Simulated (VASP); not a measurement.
Output of a VASP run:

File OSZICAR:
```
       N       E                     dE             d eps       ncg     rms          rms(c)
DAV:   1     0.401369504065E+03    0.40137E+03   -0.11213E+04  2520   0.156E+03
DAV:   2     0.168247793703E+02   -0.38454E+03   -0.37921E+03  3424   0.658E+02
DAV:   3    -0.706777231914E+01   -0.23893E+02   -0.23322E+02  4236   0.188E+02
DAV:   4    -0.748402679196E+01   -0.41625E+00   -0.41066E+00  3910   0.225E+01
DAV:   5    -0.749658649589E+01   -0.12560E-01   -0.12506E-01  4164   0.317E+00    0.689E+00
DAV:   6    -0.653000628979E+01    0.96658E+00   -0.24759E+00  3157   0.199E+01    0.202E+00
DAV:   7    -0.642341706798E+01    0.10659E+00   -0.50631E-01  3374   0.824E+00    0.786E-01
DAV:   8    -0.641885295805E+01    0.45641E-02   -0.37493E-02  3452   0.314E+00    0.221E-01
DAV:   9    -0.641822324073E+01    0.62972E-03   -0.83431E-03  3325   0.126E+00    0.348E-02
DAV:  10    -0.641839066170E+01   -0.16742E-03   -0.50406E-04  3843   0.347E-01    0.132E-02
DAV:  11    -0.641838236815E+01    0.82936E-05   -0.14448E-05  4044   0.560E-02    0.480E-03
DAV:  12    -0.641838450627E+01   -0.21381E-05   -0.52684E-06  3527   0.301E-02    0.158E-03
DAV:  13    -0.641838358087E+01    0.92541E-06   -0.25269E-07  2730   0.654E-03    0.266E-04
DAV:  14    -0.641838353183E+01    0.49035E-07   -0.18687E-08  2037   0.353E-03
   1 F= -.64183835E+01 E0= -.64177500E+01  d E =-.641838E+01
       N       E                     dE             d eps       ncg     rms          rms(c)
DAV:   1    -0.641849353671E+01   -0.10996E-03   -0.13861E-02  2688   0.253E+00    0.768E-02
DAV:   2    -0.641847975469E+01    0.13782E-04   -0.10059E-03  4011   0.506E-01    0.492E-02
DAV:   3    -0.641842671673E+01    0.53038E-04   -0.17579E-04  4746   0.172E-01    0.696E-03
DAV:   4    -0.641842572235E+01    0.99438E-06   -0.86764E-06  3851   0.478E-02    0.355E-03
DAV:   5    -0.641842542674E+01    0.29560E-06   -0.32506E-07  2711   0.103E-02    0.770E-04
DAV:   6    -0.641842540538E+01    0.21357E-07   -0.31724E-08  1722   0.333E-03
   2 F= -.64184254E+01 E0= -.64178141E+01  d E =-.418736E-04
       N       E                     dE             d eps       ncg     rms          rms(c)
DAV:   1    -0.641852925568E+01   -0.10383E-03   -0.17941E-02  2646   0.288E+00    0.874E-02
DAV:   2    -0.641851166524E+01    0.17590E-04   -0.13027E-03  3983   0.576E-01    0.560E-02
DAV:   3    -0.641844334849E+01    0.68317E-04   -0.22666E-04  4739   0.196E-01    0.786E-03
DAV:   4    -0.641844206058E+01    0.12879E-05   -0.11144E-05  3865   0.542E-02    0.402E-03
DAV:   5    -0.641844172998E+01    0.33059E-06   -0.43161E-07  2967   0.116E-02    0.903E-04
DAV:   6    -0.641844170409E+01    0.25896E-07   -0.34619E-08  1638   0.321E-03
   3 F= -.64184417E+01 E0= -.64178574E+01  d E =-.581723E-04
```

File OUTCAR:
```
------------------------ aborting loop because EDIFF is reached ----------------------------------------
  FORCE on cell =-STRESS in cart. coord.  units (eV):
  Direction    XX          YY          ZZ          XY          YZ          ZX
  --------------------------------------------------------------------------------------
  Total       -0.4731930     -0.4731929     -0.4726140      0.0000000      0.0000000      0.0000000
  in kB      -14.7893528    -14.7893520    -14.7712583      0.0000000      0.0000000      0.0000000
  external PRESSURE =     -14.7833210 kB  Pullay stress =       0.0000000 kB
  volume of cell :       51.26
      direct lattice vectors                 reciprocal lattice vectors
     1.684483359 -2.917610676 -0.000000000     0.296826916 -0.171373105 -0.000000000
     1.684483359  2.917610676 -0.000000000     0.296826916  0.171373105 -0.000000000
     0.000000000 -0.000000000  5.215255943     0.000000000  0.000000000  0.191745144
 POSITION                                       TOTAL-FORCE (eV/Angst)
 -----------------------------------------------------------------------------------
      1.68448      0.97254      1.30381        -0.000000     -0.000000      0.000000
      1.68448     -0.97254      3.91144         0.000000      0.000000      0.000000
 -----------------------------------------------------------------------------------
    total drift:                                0.000000      0.000704     -0.000014
  FREE ENERGIE OF THE ION-ELECTRON SYSTEM (eV)
  ---------------------------------------------------
  free  energy   TOTEN  =        -6.4184417041 eV

  energy  without entropy=       -6.4166886484  energy(sigma->0) =       -6.41785735

 reached required accuracy - stopping structural energy minimisation
```
(Selected blocks of OUTCAR.)

POSCAR:
```
Sc
1
    1.6827946295    -2.9146857078     0.0000000000
    1.6827946295     2.9146857078     0.0000000000
    0.0000000000     0.0000000000     5.2257284978
Sc
2
Direct
  0.3333330000   0.6666670000   0.2500000000
  0.6666670000   0.3333330000   0.7500000000
```

Question: Write an INCAR and KPOINTS that could have produced this output.

Answer: Several could match; the one computed here: the input of the run itself, vdW-DF2, plane waves, VASP's PBE PAW potentials (set 64).

**KPOINTS**
```
kpoints
0
Gamma
 13 13 7
```

INCAR:
```
SYSTEM = Sc
PREC = Accurate; ENCUT = 520; LREAL = .FALSE.
LASPH = .TRUE.
EDIFF = 1E-7; NELM = 100; ALGO = Normal
LMAXMIX = 4
ISMEAR = 1; SIGMA = 0.1
GGA = ML; LUSE_VDW = .TRUE.; AGGAC = 0.0
ZAB_VDW = -1.8867
IBRION = 2; NSW = 30; ISIF = 4
EDIFFG = -0.01
LWAVE = .FALSE.; LCHARG = .FALSE.
```

POTCAR, in this order: Sc_sv (PBE.64 set). Program: vasp_std.

The compound is Sc in the hcp structure. This cell is one point of a volume scan, at 1.03 of the reference volume. Symmetry was kept, so distortions that lower it aren't found.
